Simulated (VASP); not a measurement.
Here is the system:

```xyz
1
Lattice="0.0000 2.0150 2.0150 2.0150 0.0000 2.0150 2.0150 2.0150 0.0000" Properties=species:S:1:pos:R:3 pbc="T T T"
Al     0.0000     0.0000     0.0000
```

The numbers are results of optB86b-vdW, VASP's PBE PAW potentials (set 64) (plane waves; VASP), not measurements. Numerical set-up: 520 eV cut-off, 17×17×17 Γ-centred mesh, tetrahedra with Blöchl corrections, potentials Al.

Q: Predict the energy per atom (σ→0), band gap (on the k-mesh) with the smallest direct gap where there is one.

A: 
band gap (on the k-mesh): none (metal, semimetal or under 0.01 eV)
energy per atom (σ→0): -2.509 eV/atom

Total energies compare only between runs with the same potentials, cut-off and functional.

The compound is Al in the fcc structure. It was relaxed first.
